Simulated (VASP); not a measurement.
Consider the following.

```
CELL_PARAMETERS angstrom
     -1.57857     1.57857     1.57857
      1.57857    -1.57857     1.57857
      1.57857     1.57857    -1.57857
ATOMIC_POSITIONS crystal
  W  0.00000 0.00000 0.00000
```

Method: PBEsol GGA, VASP's PBE PAW potentials (set 64) (plane waves; VASP 6.6.1). Settings: 480 eV cut-off, 16×16×16 Γ-centred mesh, first-order Methfessel-Paxton smearing of 0.10 eV, potentials W_sv.

Task: The ions, cell shape and volume at an external pressure of 5.0 GPa are relaxed. Predict the relaxed structure.

Result: 
```
CELL_PARAMETERS angstrom
     -1.56979     1.56979     1.56979
      1.56979    -1.56979     1.56979
      1.56979     1.56979    -1.56979
ATOMIC_POSITIONS crystal
  W  0.00000 0.00000 0.00000
```
Space group Im-3m (229), at a tolerance of 0.03 Å.

Task: How do energy and volume change from the first to the last step?

Result: The energy (σ→0) changes by +3.5 meV/atom and the volume by -1.7 %, in 4 ionic steps.

The compound is W in the bcc structure. This run relaxes it under an external pressure of 5 GPa. Symmetry was kept, so distortions that lower it aren't found.
